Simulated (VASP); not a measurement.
## Ga24CN22O (a cell with a defect): relaxation of the atoms with PBE

Crystal: Ga24CN22O (a cell with a defect).

```xyz
48
Lattice="-3.2177 -5.5733 5.2441 6.4355 0.0000 5.2441 -3.2177 5.5733 5.2441" Properties=species:S:1:pos:R:3 pbc="T T T"
Ga   -1.6089   -0.9289   10.4838
Ga   -3.2177    1.8578   10.4838
Ga    0.0000   -3.7155   10.4838
Ga    1.6089   -0.9289   10.4838
Ga   -4.8266   -0.9289   10.4838
Ga    0.0000    1.8578    5.2398
Ga    0.0000    1.8578   10.4838
Ga    3.2177   -3.7155   10.4838
Ga    1.6089   -0.9289    5.2398
Ga    3.2177    1.8578   10.4838
Ga    1.6089    4.6444   10.4838
Ga   -1.6666   -0.9783    5.2060
Ga    0.1150   -1.8471    7.8488
Ga   -1.6000    0.9146    7.8633
Ga   -1.6089    0.9289   13.1059
Ga    3.2177   -1.8578    7.8618
Ga   -3.2157   -1.8518    7.8251
Ga   -1.6089   -4.6444    7.8618
Ga    1.6089    0.9289    7.8618
Ga    1.6089    0.9289   13.1059
Ga    0.0000    3.7155    7.8618
Ga    4.8266    0.9289    7.8618
Ga    0.0000   -1.8578   13.1059
Ga   -3.2177    3.7155    7.8618
C    -1.5775   -0.9415    7.1350
N    -3.2177    1.8578    7.2148
N     0.0000   -3.7155    7.2148
N     1.6089   -0.9289    7.2148
N     1.6089   -0.9289   12.4589
N    -3.2177   -3.7155    7.2148
N     0.0000    1.8578    7.2148
N     0.0000    1.8578   12.4589
N    -1.6089    4.6444    7.2148
N     3.2177    1.8578    7.2148
N    -1.6089   -0.9289   12.4589
N     4.8266   -0.9289    7.2148
N     0.0000   -1.8578    9.8369
N    -1.6089    0.9289    9.8369
N     1.6089   -4.6444    9.8369
N     3.2177   -1.8578    9.8369
N     1.6089    0.9289    4.5928
N     1.6089    0.9289    9.8369
N    -4.8266    0.9289    9.8369
N     0.0000    3.7155    9.8369
N    -1.6089    0.9289    4.5928
N     3.2177    3.7155    9.8369
N     0.0000   -1.8578    4.5928
O    -3.2177   -1.8578    9.8369
```

```json
{
 "Program": "VASP 6.6.1",
 "Task": "relaxation of the atoms",
 "Functional": "PBE",
 "Potentials or basis": "VASP PAW PBE potentials, release 64 (Ga_d, C, N, O)",
 "Cutoff": "450 eV",
 "k mesh": "2 × 2 × 2",
 "Occupations": "gaussian, width 0.01 eV",
 "Spin": "collinear spin, ferromagnetic start",
 "Monkhorst-Pack mesh": "yes"
}
```

```
Energy gained by relaxing                             : 10.7 meV/atom
Ionic steps                                           : 12
Largest force after relaxing                          : 0.019 eV/Å
Net moment                                            : 1.00 μB per cell
Site moments                                          : Ga +0.00, +0.04, +0.01; C +0.16; N +0.06, +0.04, +0.03, +0.02, +0.01; O +0.00 μB
Valence electrons inside the program's atomic spheres : Ga 11.74, 11.80, 11.79, 11.77, 11.76, 11.82, 11.81; C 2.40; N 3.70, 3.71, 3.72; O 5.01
```

Forces on the atoms (eV/Å):
```
Ga   0.004  0.010  0.000
Ga   0.003  0.010  0.005
Ga   0.003 -0.003 -0.007
Ga  -0.009  0.002  0.005
Ga   0.001  0.002 -0.005
Ga   0.007 -0.001  0.002
Ga   0.011 -0.001 -0.009
Ga   0.001 -0.007  0.006
Ga  -0.005 -0.002 -0.007
Ga   0.002 -0.004  0.001
Ga   0.002  0.006 -0.017
Ga  -0.007  0.000  0.008
Ga   0.004 -0.002  0.008
Ga  -0.004  0.009  0.004
Ga  -0.009  0.009 -0.001
Ga   0.000  0.004  0.002
Ga   0.007  0.001  0.000
Ga  -0.004  0.000  0.003
Ga  -0.003 -0.002  0.007
Ga   0.007  0.003 -0.005
Ga  -0.007 -0.007 -0.001
Ga   0.001  0.004  0.005
Ga   0.000 -0.004 -0.013
Ga  -0.004 -0.007  0.011
C   -0.001 -0.004 -0.001
N    0.005  0.000 -0.004
N   -0.009 -0.003  0.004
N    0.004 -0.001 -0.002
N   -0.001 -0.002  0.007
N   -0.003  0.000  0.001
N   -0.009  0.000  0.007
N    0.001 -0.004 -0.003
N   -0.008 -0.002 -0.002
N    0.000 -0.005 -0.006
N   -0.005 -0.001  0.005
N    0.004  0.006 -0.018
N   -0.003 -0.005  0.003
N    0.004  0.001  0.002
N    0.002  0.004 -0.004
N   -0.002 -0.001  0.010
N    0.012  0.000 -0.001
N    0.008  0.000  0.008
N    0.001 -0.004 -0.004
N    0.010  0.001  0.007
N   -0.006 -0.004 -0.002
N    0.000 -0.003 -0.009
N   -0.008  0.003  0.006
O    0.003  0.004 -0.005
```

The path:
```csv
step,energy change (eV),largest force (eV/Å),pressure (GPa)
1,0.0000,1.8795,-2.52
2,-0.4274,0.6774,-2.54
3,-0.4592,0.3863,-2.60
4,-0.4944,0.1754,-2.61
5,-0.4958,0.2440,-2.60
6,-0.5058,0.1142,-2.60
7,-0.5070,0.1404,-2.59
8,-0.5111,0.0465,-2.60
9,-0.5115,0.0574,-2.60
10,-0.5129,0.0292,-2.60
11,-0.5130,0.0325,-2.60
12,-0.5136,0.0190,-2.60
```

Final structure:
```
CELL_PARAMETERS angstrom
-3.21772 -5.57326 5.24406
6.43545 0.00000 5.24406
-3.21773 5.57326 5.24406
ATOMIC_POSITIONS crystal
Ga 0.82681 0.50719 0.66690
Ga 0.66540 0.33341 0.00165
Ga 0.00075 0.66694 0.33232
Ga 0.66569 0.83442 0.49872
Ga 0.00122 0.16071 0.84142
Ga 0.17624 0.33391 0.49430
Ga 0.49896 0.66770 0.83335
Ga 0.83192 0.99842 0.16612
Ga 0.33347 0.49945 0.16540
Ga 0.33389 0.99982 0.66514
Ga 0.16686 0.83231 0.99944
Ga 0.50041 0.16701 0.33226
Ga 0.66507 0.50265 0.33367
Ga 0.49961 0.33528 0.66766
Ga 0.83234 0.66752 0.99958
Ga 0.49942 0.83340 0.16467
Ga 0.82755 0.16072 0.49364
Ga 0.99813 0.33324 0.16715
Ga 0.33347 0.66691 0.49903
Ga 0.66588 0.00041 0.83216
Ga 0.16529 0.49992 0.83384
Ga 0.16694 0.99784 0.33178
Ga 0.00135 0.83200 0.66534
Ga 0.33232 0.16649 0.99915
C 0.62538 0.29173 0.45865
N 0.45791 0.12512 0.79136
N 0.79164 0.45943 0.12514
N 0.45689 0.62673 0.29031
N 0.79439 0.95734 0.62640
N 0.96061 0.12395 0.29089
N 0.28919 0.45943 0.62634
N 0.62520 0.79267 0.95746
N 0.12357 0.29217 0.95787
N 0.12574 0.79131 0.45807
N 0.95789 0.62385 0.79124
N 0.29155 0.95845 0.12347
N 0.79348 0.62699 0.45818
N 0.62538 0.45919 0.79429
N 0.95887 0.79167 0.12432
N 0.62458 0.95636 0.28991
N 0.12424 0.45774 0.29240
N 0.45889 0.79171 0.62485
N 0.79146 0.12624 0.95747
N 0.29117 0.62469 0.95786
N 0.28883 0.12333 0.45795
N 0.12534 0.95874 0.79054
N 0.45630 0.29133 0.12249
O 0.96243 0.29222 0.62706
```

Levels at points of the mesh, in eV from the Fermi level:
Spin up:
```csv
k point,band 212,band 213,band 214,band 215,band 216,band 217,band 218,band 219,band 220,band 221
"(0.25, 0.25, 0.25)",-0.73,-0.66,-0.43,-0.08,-0.04,2.89,3.79,4.22,4.27,4.37
```
Spin down:
| k point | band 212 | band 213 | band 214 | band 215 | band 216 | band 217 | band 218 | band 219 |
| --- | --- | --- | --- | --- | --- | --- | --- | --- |
| (0.25, 0.25, 0.25) | -0.65 | -0.56 | -0.36 | 0.02 | 0.17 | 2.91 | 3.80 | 4.23 |

Core levels (eV, on the scale of the bands):
| atom | levels |
| --- | --- |
| 1 Ga | 1s -10217.7, 2s -1251.1, 2p -1087.5, 3s -137.4, 3p -88.1 |
| 2 Ga | 1s -10217.3, 2s -1250.7, 2p -1087.2, 3s -137.0, 3p -87.7 |
| 3 Ga | 1s -10217.3, 2s -1250.7, 2p -1087.2, 3s -137.0, 3p -87.7 |
| 4 Ga | 1s -10217.4, 2s -1250.7, 2p -1087.2, 3s -137.0, 3p -87.8 |
| 5 Ga | 1s -10217.7, 2s -1251.0, 2p -1087.5, 3s -137.4, 3p -88.1 |
| 6 Ga | 1s -10217.7, 2s -1251.0, 2p -1087.5, 3s -137.3, 3p -88.1 |

Wall time 95 min on 1 × NVIDIA H100 80GB with 1 thread of AMD EPYC 7R13 Processor (Zen 3), on a shared host, peak memory 1.8 GiB.

Caveat: the k mesh is coarse (spacing up to 0.38 Å⁻¹), so the values aren't converged; the cell is charged against a uniform background, so pressure and absolute levels hang on convention; the cutoff is under 1.25 times the usual one of these potentials, so pressure, stress and relaxed cells hold a basis-set (Pulay) error.
